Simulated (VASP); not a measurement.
# A VASP study of ZrC (PBEsol): structure first, properties next, part 4 of 4

Wanted: the relaxed cell of ZrC and its properties. The start is a cell from a database of measured crystal structures.

VASP 6.6.1; PBEsol; plane waves and PAW (Zr_sv, C).

So far. Step 11 (Volume scan with PBEsol, volume scale 1.02): The run ends at a pressure of -4.47 GPa.

The database entry behind the starting cell differs from later determinations by our own check (an axis about 0.7 % long against later determinations), so it need not match the best structure at ambient conditions.

## (12) Volume scan with PBEsol, volume scale 1.04

INCAR reads:

```
SYSTEM = ZrC
PREC = Accurate
ENCUT = 520
EDIFF = 1E-06
NELM = 100
ISMEAR = 0
SIGMA = 0.05
LREAL = .FALSE.
ALGO = Normal
GGA = PS
NBANDS = 14
LASPH = .TRUE.
LORBIT = 11
LWAVE = .FALSE.
LCHARG = .FALSE.
KPAR = 2
ISIF = 2
```

POSCAR reads:

```
ZrC
1.0
    0.0000000000      2.3664399075      2.3664399075
    2.3664399075      0.0000000000      2.3664399075
    2.3664399075      2.3664399075      0.0000000000
Zr C
1 1
Direct
    0.5000000000      0.5000000000      0.5000000000
    0.0000000000      0.0000000000      0.0000000000
```

KPOINTS reads:

```
Automatic mesh
0
Gamma
8 8 8
0 0 0
```

Potentials, in the order of the species: Zr_sv and C (PBE family, release 64).

Started as:

```console
mpirun -np 2 vasp_std
```

The program printed:

```text
[... set-up lines as in an earlier step ...]
 entering main loop
       N       E                     dE             d eps       ncg     rms          rms(c)
DAV:   1     0.988224104428E+02    0.98822E+02   -0.86722E+03   812   0.116E+03
DAV:   2    -0.174439925959E+02   -0.11627E+03   -0.10859E+03  1034   0.297E+02
DAV:   3    -0.236574096292E+02   -0.62134E+01   -0.61690E+01  1340   0.595E+01
DAV:   4    -0.238013296339E+02   -0.14392E+00   -0.14387E+00   982   0.620E+00
[...]
DAV:  11    -0.205429522629E+02    0.23690E-03   -0.84575E-04   902   0.233E-01    0.524E-02
DAV:  12    -0.205429480706E+02    0.41923E-05   -0.17238E-05  1030   0.301E-02    0.105E-02
DAV:  13    -0.205429476495E+02    0.42113E-06   -0.10843E-06   720   0.744E-03
   1 F= -.20542948E+02 E0= -.20542610E+02  d E =-.675157E-03
```

Wall time 4.4 s (2 MPI ranks of Intel Xeon 6975P-C (Granite Rapids), shared host); peak memory 0.29 GiB; 7.6 s of CPU time.

OUTCAR, selected parts (step 12):

```text
  Total       -1.4133206     -1.4133206     -1.4133206      0.0000000     -0.0000000      0.0000000
  in kB      -85.4348025    -85.4348025    -85.4348025      0.0000000     -0.0000000      0.0000000
  external PRESSURE =     -85.4348025 kB  Pullay stress =       0.0000000 kB

 POSITION                                       TOTAL-FORCE (eV/Angst)
 -----------------------------------------------------------------------------------
      2.36644      2.36644      2.36644         0.000000     -0.000000      0.000000
      0.00000      0.00000      0.00000        -0.000000      0.000000     -0.000000
 -----------------------------------------------------------------------------------
    total drift:                                0.000000      0.000000      0.000000

  FREE ENERGIE OF THE ION-ELECTRON SYSTEM (eV)
  ---------------------------------------------------
  free  energy   TOTEN  =       -20.5429476495 eV

  energy  without entropy=      -20.5422724927  energy(sigma->0) =      -20.54261007

[... 1 part as in an earlier step ...]

[... 2 further parts left out ...]
[key lines of the parts left out:]
E-fermi :   9.2034
```

The pressure falls from -4.47 to -8.54 GPa.

The run ends at a pressure of -8.54 GPa.

## (13) Volume scan with PBEsol, volume scale 1.06

A prediction first. A parabola through the 6 pressures of evenly scaled cells so far, P = 0.01 -236.7 t +478 t² GPa with t = ln(V/V₁) and V₁ the volume at scale 1, gives -12.15 GPa at t = +0.0583.

INCAR is that of step 12.

POSCAR reads:

```
ZrC
1.0
    0.0000000000      2.3815131796      2.3815131796
    2.3815131796      0.0000000000      2.3815131796
    2.3815131796      2.3815131796      0.0000000000
Zr C
1 1
Direct
    0.5000000000      0.5000000000      0.5000000000
    0.0000000000      0.0000000000      0.0000000000
```

KPOINTS is that of step 12.

Started as:

```console
mpirun -np 2 vasp_std
```

The program printed:

```text
[... set-up lines as in an earlier step ...]
 entering main loop
       N       E                     dE             d eps       ncg     rms          rms(c)
DAV:   1     0.978500467769E+02    0.97850E+02   -0.86276E+03   812   0.114E+03
DAV:   2    -0.173329218130E+02   -0.11518E+03   -0.10866E+03  1016   0.296E+02
DAV:   3    -0.236620178445E+02   -0.63291E+01   -0.62807E+01  1322   0.589E+01
DAV:   4    -0.237931338750E+02   -0.13112E+00   -0.13106E+00   994   0.655E+00
[...]
DAV:  11    -0.205101337302E+02    0.21325E-03   -0.80282E-04   872   0.227E-01    0.524E-02
DAV:  12    -0.205101292491E+02    0.44811E-05   -0.16397E-05  1036   0.292E-02    0.113E-02
DAV:  13    -0.205101287983E+02    0.45082E-06   -0.13792E-06   806   0.799E-03
   1 F= -.20510129E+02 E0= -.20509784E+02  d E =-.688767E-03
```

Elapsed: 4.4 s, on 2 MPI ranks; peak memory 0.29 GiB.

From OUTCAR (step 13):

```text
  Total       -2.0605152     -2.0605152     -2.0605152      0.0000000     -0.0000000     -0.0000000
  in kB     -122.2073837   -122.2073837   -122.2073837      0.0000000     -0.0000000     -0.0000000
  external PRESSURE =    -122.2073837 kB  Pullay stress =       0.0000000 kB

 POSITION                                       TOTAL-FORCE (eV/Angst)
 -----------------------------------------------------------------------------------
      2.38151      2.38151      2.38151         0.000000      0.000000     -0.000000
      0.00000      0.00000      0.00000         0.000000     -0.000000      0.000000
 -----------------------------------------------------------------------------------
    total drift:                                0.000000      0.000000      0.000000

  FREE ENERGIE OF THE ION-ELECTRON SYSTEM (eV)
  ---------------------------------------------------
  free  energy   TOTEN  =       -20.5101287983 eV

  energy  without entropy=      -20.5094400309  energy(sigma->0) =      -20.50978441

[... 1 part as in an earlier step ...]

[... 2 further parts left out ...]
[key lines of the parts left out:]
E-fermi :   8.9955
```

The pressure falls from -8.54 to -12.22 GPa. The parabola predicted -12.15 GPa, +0.07 GPa off.

## (14) The series together

Times are for 2 MPI ranks of Intel Xeon 6975P-C (Granite Rapids), shared host. The runs compared:

```
no.  volume scale  energy above the lowest point (meV/atom)  pressure (GPa)   time  memory (GiB)
  1          0.94                                     38.04           16.50  2.8 s          0.25
  2          0.96                                     16.51           10.46  3.2 s          0.25
  3          0.98                                       4.1           4.983    3 s          0.25
  4             1                                         0         0.02456  4.4 s           0.3
  5          1.02                                      3.41          -4.474  4.4 s           0.3
  6          1.04                                     13.65          -8.543  4.4 s          0.29
  7          1.06                                     30.07          -12.22  4.4 s          0.29
```

## (15) Fit for PBEsol

This step: Birch-Murnaghan fit, PBEsol; plane waves and PAW (VASP 6.6.1).

No new run; the numbers come from the runs before.

This step gave:

| Property | Result |
| --- | --- |
| pressure derivative of the bulk modulus | 3.877 |
| r.m.s. error of the fit | 4.05e-6 eV/atom |
| minimum inside the sampled range | yes |
| bulk modulus | 235.5 GPa |
| equilibrium volume of the fit | 12.75 Å³/atom |

The energy above the fitted minimum by volume:

```
volume (Å³/atom)  energy above the fitted minimum (eV/atom)
          11.978                                     0.0380
          12.233                                     0.0165
          12.488                                    0.00410
          12.742                                     9.3e-7
          12.997                                    0.00341
          13.252                                     0.0137
          13.507                                     0.0301
```

The fitted volume lies +0.06 % from the relaxed one.

## (16) Independent-particle dielectric function (PBEsol)

This step: PBEsol; plane waves and PAW (Zr_sv, C) (VASP 6.6.1).

LOPTICS sums transitions from filled to empty bands. The mesh is finer than in the run before. NBANDS is raised for it.

INCAR: that of step 13 with these lines changed.

```diff
@@ -10,3 +10,3 @@
 GGA = PS
-NBANDS = 14
+NBANDS = 24
 LASPH = .TRUE.
@@ -16,2 +16,4 @@
 KPAR = 2
-ISIF = 2
+LOPTICS = .TRUE.
+NEDOS = 1500
+CSHIFT = 0.1
```

POSCAR reads:

```
ZrC
1.0
    0.0000000000      2.3357034427      2.3357034427
    2.3357034427      0.0000000000      2.3357034427
    2.3357034427      2.3357034427      0.0000000000
Zr C
1 1
Direct
    0.5000000000      0.5000000000      0.5000000000
    0.0000000000      0.0000000000      0.0000000000
```

KPOINTS reads:

```
Automatic mesh
0
Gamma
12 12 12
0 0 0
```

Started as:

```console
mpirun -np 2 vasp_std
```

The program printed:

```text
[... set-up lines as in an earlier step ...]
 entering main loop
       N       E                     dE             d eps       ncg     rms          rms(c)
DAV:   1     0.108875942436E+03    0.10888E+03   -0.76071E+03  3456   0.676E+02
DAV:   2    -0.181879535435E+02   -0.12706E+03   -0.11827E+03  4248   0.213E+02
DAV:   3    -0.235604829535E+02   -0.53725E+01   -0.52465E+01  5152   0.373E+01
DAV:   4    -0.237791664893E+02   -0.21868E+00   -0.21864E+00  3912   0.508E+00
DAV:   5    -0.237826200154E+02   -0.34535E-02   -0.34535E-02  4312   0.585E-01    0.216E+01
DAV:   6    -0.207115172580E+02    0.30711E+01   -0.11456E+00  4352   0.136E+01    0.861E+00
DAV:   7    -0.205967658433E+02    0.11475E+00   -0.33211E-01  4040   0.333E+00    0.648E+00
DAV:   8    -0.205785157162E+02    0.18250E-01   -0.90194E-02  4544   0.202E+00    0.247E+00
DAV:   9    -0.205715569626E+02    0.69588E-02   -0.82110E-03  3848   0.643E-01    0.194E-01
DAV:  10    -0.205717503750E+02   -0.19341E-03   -0.90577E-04  4264   0.206E-01    0.166E-01
DAV:  11    -0.205717207447E+02    0.29630E-04   -0.43429E-05  4152   0.398E-02    0.281E-02
DAV:  12    -0.205717203234E+02    0.42133E-06   -0.33513E-06  4288   0.112E-02
   1 F= -.20571720E+02 E0= -.20571308E+02  d E =-.825616E-03
 optical routines
 imaginary and real dielectric function
 recalculating local potential from charge density
 direction            1
 direction            2
 direction            3
```

Elapsed: 12 s, on 2 MPI ranks; peak memory 0.42 GiB.

Parts of OUTCAR (step 16):

```text
   k-points           NKPTS =     72   k-points in BZ     NKDIM =     72   number of bands    NBANDS=     24

   NELECT =      16.0000    total number of electrons

 E-fermi :   9.7818

 k-point     1 :       0.0000    0.0000    0.0000
  band No.  band energies     occupation
      1     -38.1959      2.00000
      2     -15.9242      2.00000
      3     -15.9242      2.00000
      4     -15.9242      2.00000
      5      -1.6385      2.00000
      6      10.6642      0.00000
      7      10.6642      0.00000
      8      10.6642      0.00000
      9      10.7700      0.00000
     10      10.7700      0.00000
    ...

  Total        0.0094384      0.0094384      0.0094384      0.0000000     -0.0000000      0.0000000
  in kB        0.5933711      0.5933711      0.5933711      0.0000000     -0.0000000      0.0000000
  external PRESSURE =       0.5933711 kB  Pullay stress =       0.0000000 kB

 POSITION                                       TOTAL-FORCE (eV/Angst)
 -----------------------------------------------------------------------------------
      2.33570      2.33570      2.33570        -0.000000      0.000000     -0.000000
      0.00000      0.00000      0.00000         0.000000      0.000000      0.000000
 -----------------------------------------------------------------------------------
    total drift:                                0.000000      0.000000      0.000000

  FREE ENERGIE OF THE ION-ELECTRON SYSTEM (eV)
  ---------------------------------------------------
  free  energy   TOTEN  =       -20.5717203234 eV

  energy  without entropy=      -20.5708947078  energy(sigma->0) =      -20.57130752

 plasma frequency squared (from intraband transitions) (eV^2)
  --------------------------------------------------------------------------------------
      20.435      -0.000       0.000
       0.000      20.435       0.000
      -0.000      -0.000      20.435

[... 7 parts as in an earlier step ...]

[... 9 further parts left out ...]
```

These are independent-particle spectra without excitons or local fields, and fine structure depends on the mesh and on CSHIFT. The intraband (Drude) part is not in this spectrum.

This step gave:

```yaml
scf_cycles: 12
bands: 24
irreducible_k_points: 72
free_energy_toten: -20.57 eV
energy_at_zero_smearing: -20.57 eV
fermi_energy: 9.782 eV
pressure: 0.05934 GPa
```

The imaginary dielectric function, xx has structure finer than the step of the table below, so its rows give means over 1 eV, whole bins alone (the curve runs from 0 to 25.0 eV). Peaks (eV: height): 0.4: 97.8.

The imaginary dielectric function, xx by photon energy; means over each step:

```
photon energy (eV)  imaginary dielectric function, xx
                 1                               31.9
                 2                               15.2
                 3                               12.7
                 4                               11.0
                 5                               9.45
                 6                               9.11
                 7                               7.62
                 8                               6.96
                 9                               5.12
                10                               4.95
                11                               3.91
                12                               1.95
                13                               1.68
                14                               1.49
                15                               1.11
                16                               1.59
                17                               1.34
                18                              0.948
                19                              0.596
                20                              0.409
                21                              0.456
                22                              0.436
                23                              0.566
                24                              0.341
```

The real dielectric function, xx by photon energy:

photon energy (eV), real dielectric function, xx and a bar from the least value:
```
        0        101 ##############################
        1          7 ###
        2          4 ##
        3          4 ##
        4          5 ##
        5          2 ##
        6          1 #
        7          0 #
        8         -2 
        9         -1 #
       10          0 #
       11         -3 
       12         -2 
       13         -1 #
       14         -1 #
       15         -1 #
       16          0 #
       17         -1 #
       18          0 #
       19          0 #
       20          0 #
       21          0 #
       22          0 #
       23          1 #
       24          1 #
```

## (17) Summary of results

```yaml
relaxed_volume: 12.74 Å³/atom
relaxed_conventional_cell_a_b_c: 4.671, 4.671, 4.671 Å
space_group_after_relaxing_within_0p02_a: Fm-3m (No. 225)
band_gap: none, a metal
dos_at_the_fermi_level: 0.212 states/eV/cell
bulk_modulus_from_the_fit: 236 GPa
volume_from_the_fit: 12.8 Å³/atom
```

In words: With PBEsol, ZrC relaxes to 12.74 Å³/atom in space group Fm-3m (held by the symmetry of the run), comes out as a metal and has a bulk modulus of 236 GPa. Against the listed cell the volume lies -3.7 %. Band structure (PBEsol): Of the bands kept, 4 cross the Fermi level on this path. Spin-orbit coupling is left out; it would split some degenerate bands. The k-sampling is coarse for a metal, so the Fermi level, pressures and the shape of the cell carry errors. No search among competing phases was made, and a listed structure need not be the one stable at ambient conditions. All values are for a static lattice at zero temperature.

[Lines on the potential files, build, host, timing and source positions are cut from VASP's logs without a mark.]

[Logs are printed without paths, hosts, clocks, repeated set-up lines and the standing remarks that a program may print on its own settings, such as how far it seeks lower states.]

[Hosts, paths, dates, database ids (printed as entryN), source tags and the programs' standing remarks are cut or masked in the printed files.]

[A measured line is paired with the nearest computed mode of its activity, which favours agreement.]
